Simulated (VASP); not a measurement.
Output of a VASP run:

OSZICAR:
```
       N       E                     dE             d eps       ncg     rms          rms(c)
DAV:   1     0.145895643718E+02    0.14590E+02   -0.68024E+03   700   0.113E+03
DAV:   2    -0.166289829563E+02   -0.31219E+02   -0.29920E+02   936   0.181E+02
DAV:   3    -0.176512866776E+02   -0.10223E+01   -0.99879E+00   914   0.236E+01
DAV:   4    -0.176612155050E+02   -0.99288E-02   -0.99008E-02   868   0.225E+00
DAV:   5    -0.176613793812E+02   -0.16388E-03   -0.16373E-03   894   0.212E-01    0.369E+01
DAV:   6    -0.160282592014E+02    0.16331E+01   -0.10454E+01   762   0.148E+01    0.282E+01
DAV:   7    -0.159605909014E+02    0.67668E-01   -0.38652E-01   844   0.456E+00    0.149E+01
DAV:   8    -0.159535065804E+02    0.70843E-02   -0.47973E-02   836   0.186E+00    0.945E-01
DAV:   9    -0.159502884199E+02    0.32182E-02   -0.20495E-02   876   0.660E-01    0.516E-01
DAV:  10    -0.159502644426E+02    0.23977E-04   -0.47594E-04   796   0.206E-01    0.515E-02
DAV:  11    -0.159501631233E+02    0.10132E-03   -0.60656E-04   796   0.117E-01    0.255E-02
DAV:  12    -0.159501645963E+02   -0.14731E-05   -0.12450E-05   802   0.271E-02    0.220E-02
DAV:  13    -0.159501621697E+02    0.24266E-05   -0.10963E-05   814   0.176E-02    0.384E-03
DAV:  14    -0.159501621384E+02    0.31331E-07   -0.17047E-07   406   0.410E-03
   1 F= -.15950162E+02 E0= -.15950670E+02  d E =0.152239E-02
```

**OUTCAR**
```
------------------------ aborting loop because EDIFF is reached ----------------------------------------
  FORCE on cell =-STRESS in cart. coord.  units (eV):
  Direction    XX          YY          ZZ          XY          YZ          ZX
  --------------------------------------------------------------------------------------
  Total       -4.0195345     -4.0195345     -4.0195345      0.0000000      0.0000000     -0.0000000
  in kB     -202.2578774   -202.2578774   -202.2578774      0.0000000      0.0000000     -0.0000000
  external PRESSURE =    -202.2578774 kB  Pullay stress =       0.0000000 kB
  volume of cell :       31.84
      direct lattice vectors                 reciprocal lattice vectors
     3.169521000  0.000000000  0.000000000     0.315505087  0.000000000  0.000000000
     0.000000000  3.169521000  0.000000000     0.000000000  0.315505087  0.000000000
     0.000000000  0.000000000  3.169521000     0.000000000  0.000000000  0.315505087
 POSITION                                       TOTAL-FORCE (eV/Angst)
 -----------------------------------------------------------------------------------
      0.00000      0.00000      0.00000         0.000000      0.000000      0.000000
      1.58476      1.58476      1.58476         0.000000      0.000000      0.000000
 -----------------------------------------------------------------------------------
    total drift:                                0.000000      0.000000      0.000000
  FREE ENERGIE OF THE ION-ELECTRON SYSTEM (eV)
  ---------------------------------------------------
  free  energy   TOTEN  =       -15.9501621384 eV

  energy  without entropy=      -15.9516845284  energy(sigma->0) =      -15.95066960
```
(Selected blocks of OUTCAR.)

### POSCAR
```
HfB
1
    3.1695210000     0.0000000000     0.0000000000
    0.0000000000     3.1695210000     0.0000000000
    0.0000000000     0.0000000000     3.1695210000
Hf B
1 1
Direct
  0.0000000000   0.0000000000   0.0000000000
  0.5000000000   0.5000000000   0.5000000000
```

Q: Write an INCAR and KPOINTS that could have produced this output.

A: This is not unique; one that fits is the input of the run itself, PBE GGA, plane waves, VASP's PBE PAW potentials (set 64).

### INCAR
```
SYSTEM = HfB
PREC = Accurate
ENCUT = 520
EDIFF = 1E-6
NELM = 100
ALGO = Normal
LREAL = .FALSE.
LASPH = .TRUE.
ISMEAR = 1
SIGMA = 0.1
GGA = PE
LMAXMIX = 6
LWAVE = .FALSE.
LCHARG = .FALSE.
ISIF = 2
```

### KPOINTS
```
K-points
0
Gamma
 9 9 9
0 0 0
```

POTCAR, in this order: Hf_pv B (PBE.64 set). Program: vasp_std.

The structure was generated: HfB was put into the CsCl type (Pm-3m), which need not be its known phase. The cell was not relaxed at this level. The electron count is odd and the run is not spin-polarised, which forces a metal.
